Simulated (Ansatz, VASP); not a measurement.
# Cross-check of SbAs (Stibarsen) between VASP and Ansatz

Aim: how closely do two programs agree when they are given the same cell, functional and k mesh? The cell is taken from a series of runs on this material, whose earlier steps may have relaxed, scaled, displaced or heated it; both programs get it as it stands.

Calculated with Ansatz 0.2.0; plane waves, with VASP 6.6.1 beside it; zone-centre phonons at PBEsol.

## (1) The structure

Symmetry: Fm-3m, No. 225, cubic system. The conventional cell has a = 5.763 Å, b = 5.763 Å, c = 5.763 Å, α = 90.00°, β = 90.00°, γ = 90.00°. Nearest to Sb lie 6 As at 2.88 Å. As has 6 Sb at 2.88 Å nearest. Farther neighbours are not listed.

## (2) Ansatz: zone-centre phonons, PBEsol

Ansatz runs on its default PAW (the set named soft_2) files.

Second derivatives magnify differences that forces hide, and they need a tight electronic threshold.

Input file input.yaml:

```yaml
crystal:
  lattice:
    - [2.0376495046, 1.17643749, 3.3272874596]
    - [-2.0376495046, 1.17643749, 3.3272874596]
    - [0.0, -2.35287498, 3.3272874596]
  atoms:
    - { symbol: Sb, position: [0.5, 0.5, 0.5] }
    - { symbol: As, position: [0.0, 0.0, 0.0] }
kpoints:
  mp_grid: { grid: [15, 15, 15] }
hamiltonian:
  xc: pbesol
scf:
  occupations: { method: methfessel_paxton, width: 0.2 }
output:
  eigenvalues: true
phonons:
  method: dfpt
```

The run is started by

```
> ansatz run input.yaml --threads 8 --pin off --max-ram 14336MiB --backend cpu --events-out ev --progress --plain --runs-dir out
```

Numbers of over 12 decimals in the logs are rounded to 6 here.

The log of the run:

```text
Engine: ansatz 0.2.0, x86_64-unknown-linux-gnu
Pseudopotentials: kind: paw
Pseudopotential: Sb, paw, valence charge 15, recommended cutoff 420 eV (normal), Sb.paw.azcp
Pseudopotential: As, paw, valence charge 15, recommended cutoff 420 eV (normal), As.paw.azcp
Functional definition: PBEsol
  exchange = pbesol_x
  correlation = pbesol_c
Crystal: 2 atoms, lattice volume = 47.856 Å³
Basis set: ecut = 420 eV, 941 PW (Γ), exchange–correlation on 60×60×60 points (8 copies of the dense FFT grid, shifted against one another)
Bands: 19, of which v1, the nominal top of the filled ones, is band 15 counted from 1 (14 counted from 0)
Symmetry: 12 space group operations
k-points: 904 of 3375 (irreducible under 2 space group operations, time reversal used)
Non-local potential: Sb, projectors of the file, l = 0: 2, l = 1: 2, l = 2: 2, l = 3: 2
Non-local potential: As, projectors of the file, l = 0: 2, l = 1: 2, l = 2: 3, l = 3: 1
PAW form: soft (Blöchl's): semilocal exchange-correlation on the pseudo side does not see the compensation charge
PAW frozen core: Sb, regenerated for the run's functional, and the local potential with it (the file was generated under x = pbe(κ = 0.804, μ = 0.219515), c = pbe(β = 0.066725))
PAW frozen core: As, regenerated for the run's functional, and the local potential with it (the file was generated under x = pbe(κ = 0.804, μ = 0.219515), c = pbe(β = 0.066725))
PAW one-centre angular grid: Sb, 590 points (default); XC on 64 Gauss nodes
PAW one-centre angular grid: As, 590 points (default); XC on 64 Gauss nodes
Initial density: superposition of atomic densities (neutral atoms: chi_scale 0, normalization atom), corrected by the library's trained network
Initial wavefunctions: pseudopotential atomic-orbital guess
Functional: x = pbesol(κ = 0.804, μ = 0.123457), c = pbesol(β = 0.046)
SCF iter   1: F=—  HF=-11221.049569 eV  |F-HF|=—  |Δ(HF+E_count)|=         —  Δρ=2.67e-3  dr2=5.33e-3  ethr=1.77e-3  ⟨swp⟩=5.3  Hψ=79622  notcnv=0
preconditioner: auto → Kerker (q_TF=auto, 2.524 Å⁻¹)  [metal: Δε(μ)=0.034 eV  Ē_g=9.529 eV  σ=0.200 eV  W_gap=0.14  n_scr=14 (ndim 8)  ℏωp=17.0 eV  f_vac=0.000  D(μ)=0.83/eV (n_scr^D=0)]
SCF iter   2: F=—  HF=-11221.046989 eV  |F-HF|=—  |Δ(HF+E_count)|=   2.58e-3  S|Δr|=    0.00e0  Δρ=1.50e-3  dr2=1.12e-3  ethr=1.78e-5  ⟨swp⟩=2.6  Hψ=38357  notcnv=0
SCF iter   3: F=—  HF=-11221.046724 eV  |F-HF|=—  |Δ(HF+E_count)|=   2.65e-4  S|Δr|=    0.00e0  Δρ=4.26e-4  dr2=1.32e-4  ethr=3.74e-6  ⟨swp⟩=2.0  Hψ=21999  notcnv=0
SCF iter   4: F=—  HF=-11221.046714 eV  |F-HF|=—  |Δ(HF+E_count)|=   9.59e-6  S|Δr|=    0.00e0  Δρ=1.93e-4  dr2=1.84e-5  ethr=4.40e-7  ⟨swp⟩=2.1  Hψ=20995  notcnv=0
SCF iter   5: F=—  HF=-11221.046718 eV  |F-HF|=—  |Δ(HF+E_count)|=   4.16e-6  S|Δr|=    0.00e0  Δρ=5.81e-5  dr2=2.26e-6  ethr=6.14e-8  ⟨swp⟩=2.0  Hψ=25695  notcnv=0
SCF iter   6: F=—  HF=-11221.046719 eV  |F-HF|=—  |Δ(HF+E_count)|=   3.91e-7  S|Δr|=    0.00e0  Δρ=2.99e-5  dr2=2.10e-7  ethr=7.54e-9  ⟨swp⟩=2.0  Hψ=26260  notcnv=0
SCF iter   7: F=—  HF=-11221.046718 eV  |F-HF|=—  |Δ(HF+E_count)|=   2.21e-7  S|Δr|=    0.00e0  Δρ=5.85e-6  dr2=1.47e-8  ethr=6.98e-10  ⟨swp⟩=2.0  Hψ=30780  notcnv=0
SCF iter   8: F=—  HF=-11221.046718 eV  |F-HF|=—  |Δ(HF+E_count)|=  2.33e-10  S|Δr|=    0.00e0  Δρ=1.33e-6  dr2=7.23e-10  ethr=4.91e-11  ⟨swp⟩=2.0  Hψ=26181  notcnv=0
SCF iter   9: F=-11221.046718 eV  HF=-11221.046718 eV  |F-HF|=0.00e0  |Δ(HF+E_count)|=  1.46e-11  S|Δr|=    0.00e0  Δρ=1.38e-7  dr2=7.22e-12  ethr=1.00e-12  ⟨swp⟩=4.6  Hψ=88279  notcnv=0
SCF 1 converged in 9 iterations: F = -11221.046718 eV  dr2 = 7.22e-12
  greatest PAW one-centre occupation: 0.999 electrons in one spin orbital (limit 2), on the As atom at site 1 (counted from 0), in its partial waves of l = 2
DFPT response loops at Γ: preconditioner auto → Kerker (q_TF=auto, 2.524 Å⁻¹) (partly filled bands, converged f_vac=0.000); β = 1.00, the filter's whole step (`scf.mixing.beta` (0.50) is not read by the response loops under this deck's `scf.mixing.preconditioner`; to damp them name `kerker` or `kerker_dos`, under which they read `scf.mixing.beta`, and type it under 1.00, their step now; both keys bind the ground state too); Broyden in place of MSR1
SCF converged after 9 iterations
Stability not checked: this state was not tested for a lower state beside it, because cold or Methfessel-Paxton smearing, or corrected tetrahedra, fill the levels in a way that the test cannot read (fill_not_monotonic; see scf.lower_state_search)
Free energy (F): -11221.046718 eV
Harris-Foulkes:  -11221.046718 eV  (|F-HF|=0.00e0)
Internal energy: -11221.046993 eV  (E = F + TS)
E sigma→0 (E₀):  -11221.046787 eV
Entropy (-TS):   0.000274 eV (0.137 meV/atom)
Fermi energy:    11.135465 eV
--- Per-component energies (eV) ---
  E_band       = -373.800675
  E_kinetic    = 310.531337
  E_local      = -3117.731156  (includes V_loc(G=0)·N_el)
  E_nonlocal   = -304.516494
  E_hartree    = 1587.979814
  E_xc         = -216.715571
  E_vxc        = -176.526538  (∫ρ·V_xc dr)
  E_paw        = -6291.806037  (= ΣΔE_a)
  E_vpaw       = -261.517618  (= ΣTr[D̂ρ^β])
  E_aug_tail   = 0.000005  (compensation charges beyond the density's cutoff)
  E_ewald      = -3190.087176
  E_core_change = 1.298286  (= ΣΔE_core)
  E_smearing   = 0.000274  (= −TS)
  E_closure    = -0.000000  (closes the sum)
  Σ components = -11221.046718   (vs F -11221.046718, Δ=0.00e0)
--- Band table (eV; the first three rows and the last of 904) ---
  k-point 0: bands = [... 11 lower, 6.3710, 9.2900, 9.2900, 9.2907, 14.9291, 14.9293, 14.9293, 16.4352]
  k-point 1: bands = [... 11 lower, 6.0687, 9.2976, 9.2982, 9.4819, 14.6413, 14.6415, 14.7079, 16.3689]
  k-point 2: bands = [... 11 lower, 5.3502, 9.3246, 9.3251, 9.8702, 13.9920, 13.9921, 14.1939, 16.3410]
  k-point 903: bands = [... 11 lower, 0.9356, 9.1401, 9.7495, 10.4335, 11.2533, 11.6344, 12.6881, 19.7891]
--- Phonons (Γ-DFPT): 4 representative perturbations + reference, on 904 of 3375 k-points (Σ response iterations 12) ---
  k mesh reduced under 2 symmetry operations, with k and −k counted as one. Each operation leaves every solved perturbation unchanged. A smaller set is not used because it would not reduce the number of displacements times k-points to solve
  ASR residual: 2.442e-5 → 0.000e0 eV/Å²; symmetrization residual: 2.161e-5 eV/Å²
  ASR residual per site (eV/Å²): 1.67e-5 2.44e-5
  Γ frequencies (cm⁻¹): -146.18 -146.18 -146.15 0.00 0.00 0.00
  non-analytic LO–TO correction: not included (Born effective charges unavailable; polar crystals: no LO–TO splitting at Γ)
```

The column dr2 measures how far the density is from self-consistency, as an energy; F and HF (Harris–Foulkes) agree once it is small.

(Part 1 of 2 ends here.)

[Lines on the potential files, build, host, timing and source positions are cut from VASP's logs without a mark.]

[Logs are printed without paths, hosts, clocks, repeated set-up lines and the standing remarks that a program may print on its own settings, such as how far it seeks lower states.]

[Hosts, paths, dates, database ids (printed as entryN), source tags and the programs' standing remarks are cut or masked in the printed files.]
